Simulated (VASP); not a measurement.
Input for VASP

KPOINTS:
```
Automatic mesh
0
Gamma
6 6 5
0 0 0
```

**POSCAR**
```
Se
1
    2.2548152990    -3.9054546441     0.0000000000
    2.2548152990     3.9054546441     0.0000000000
    0.0000000000     0.0000000000     5.2369820425
Se
3
Direct
  0.0000000000   0.2268205177   0.6666670000
  0.7731794823   0.7731794823   0.0000000000
  0.2268205177   0.0000000000   0.3333330000
```

**INCAR**
```
ISMEAR=-5
ENCUT=520   # plane-wave cut-off (eV)
ALGO=Normal
LUSE_VDW=.TRUE.
LREAL=.FALSE.
LASPH=.TRUE.
NELM=100
ISIF=2   # forces and stress, cell fixed
LMAXMIX=4   # l cut-off of mixed one-centre charges
LWAVE=.FALSE.
LCHARG=.TRUE.
LEFG=.TRUE.
ZAB_VDW=-1.8867
SYSTEM=Se
LORBIT=11   # lm-projected
NEDOS=601   # DOS grid
EDIFF=1E-7   # SCF stop (eV)
GGA=ML
PREC=Accurate
AGGAC=0.0
```

POTCAR, in this order: Se (PBE.64 set). Program: vasp_std.

Q: Translate this vdW-DF2 calculation to Quantum ESPRESSO's pw.x.

A: One equivalent input (not run):
```
&CONTROL
  calculation = 'scf'
  pseudo_dir = './pseudo'
  outdir = './out'
  tprnfor = .true.
  tstress = .true.
/
&SYSTEM
  ibrav = 0
  nat = 3
  ntyp = 1
  ecutwfc = 86
  occupations = 'tetrahedra'
  input_dft = 'vdw-df2'
/
&ELECTRONS
  conv_thr = 7.3e-09
  electron_maxstep = 100
/
ATOMIC_SPECIES
  Se 78.971 Se.upf
CELL_PARAMETERS angstrom
     2.2548153   -3.9054546    0.0000000
     2.2548153    3.9054546    0.0000000
     0.0000000    0.0000000    5.2369820
ATOMIC_POSITIONS crystal
  Se   0.0000000  0.2268205  0.6666670
  Se   0.7731795  0.7731795  0.0000000
  Se   0.2268205  0.0000000  0.3333330
K_POINTS automatic
  6 6 5 0 0 0
```
Limits of the translation: the potentials are each code's own (VASP's PAW set, PseudoDojo norm-conserving files in pw.x), so ENCUT and ecutwfc are chosen apart and not converted; conv_thr bounds pw.x's estimated SCF error, while EDIFF bounds the energy change between steps; the field gradients of LEFG aren't asked of the other code.

The compound is Se in the trig structure. It was relaxed first, which changed the volume by +13 %.
